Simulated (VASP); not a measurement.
Method: r2SCAN meta-GGA, VASP's PBE PAW potentials (set 64) (plane waves; VASP 6.6.1).

Gaps are without spin-orbit coupling.

The volume per atom is 22.58 Å^3/atom and the band gap (over mesh and band path) is 4.15 eV. The smallest direct gap (over mesh and band path) is 4.15 eV.

Task: Which relaxed crystal gives these values?
(A) InP, P6_3mc (186)
(B) Cd2SeS, P3m1 (156)
(C) GeTe4Pb3, P4/mmm (123)
(D) MgS, F-43m (216)

Result: D, MgS, F-43m (216)
